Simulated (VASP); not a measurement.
A run of VASP 6.6.1 is set up as follows.

The input INCAR:

```
SYSTEM = HfO2
PREC = Accurate
ENCUT = 600
EDIFF = 1E-6
ISMEAR = 0
SIGMA = 0.02
LREAL = .FALSE.
LASPH = .TRUE.
NELM = 120
ALGO = Fast
ISIF = 3
LWAVE = .FALSE.
LCHARG = .FALSE.
GGA = PE
IBRION = 2
NSW = 80
EDIFFG = -0.005
KPAR = 4
```

The input KPOINTS:

```
Automatic mesh
0
G
  9 9 6
  0 0 0
```

POSCAR

```
HfO2
1.0
    3.5580193000      0.0000000000      0.0000000000
    0.0000000000      3.5580193000      0.0000000000
    0.0000000000      0.0000000000      5.1718612000
Hf O
2 4
Direct
    0.5000000000      0.5000000000      0.5000000000
    0.0000000000      0.0000000000      0.0000000000
    0.0000000000      0.5000000000      0.6972078800
    0.5000000000      0.0000000000      0.8027921200
    0.5000000000      0.0000000000      0.3027921200
    0.0000000000      0.5000000000      0.1972078800
```

Potentials or basis: VASP PAW PBE potentials, release 64 (Hf_pv, O).

Run with:

```bash
$ cat potpaw_PBE.64/Hf_pv/POTCAR potpaw_PBE.64/O/POTCAR > POTCAR
$ mpirun -np 4 vasp_std > vasp.out
```

Task: What does it give for the space group after relaxing (to 0.05 Å)?

Result: P4_2/nmc (No. 137).

Task: What does it give for the relaxed cell?

Result: a = 3.587 Å, b = 3.587 Å, c = 5.228 Å, α = 90.00°, β = 90.00°, γ = 90.00°.

Task: Predict the band gap on the k mesh.

Result: 4.69 eV, indirect (least direct gap 4.76 eV).

Task: Estimate the relaxed volume.

Result: 11.21 Å³/atom.

Step by step:
```
step  energy change (eV)  largest force (eV/Å)  pressure (GPa)  volume (Å³)
   1              0.0000                0.0979            6.27        65.47
   2              0.0417                0.2384           -8.54        69.60
   3             -0.0305                0.0429            0.19        67.06
   4             -0.0305                0.0464           -0.16        67.10
   5             -0.0308                0.0311            0.31        67.01
   6             -0.0308                0.0287            0.36        66.99
   7             -0.0311                0.0260            0.28        67.04
   8             -0.0316                0.0193            0.06        67.17
   9             -0.0314                0.0037           -0.37        67.44
  10             -0.0317                0.0144           -0.10        67.28
  11             -0.0317                0.0117           -0.14        67.29
  12             -0.0318                0.0033            0.01        67.27
```

Caveat: spin-orbit coupling is left out, which moves the levels of the heavy elements; an odd mesh through Γ misses points on the zone boundary, where band edges often lie.
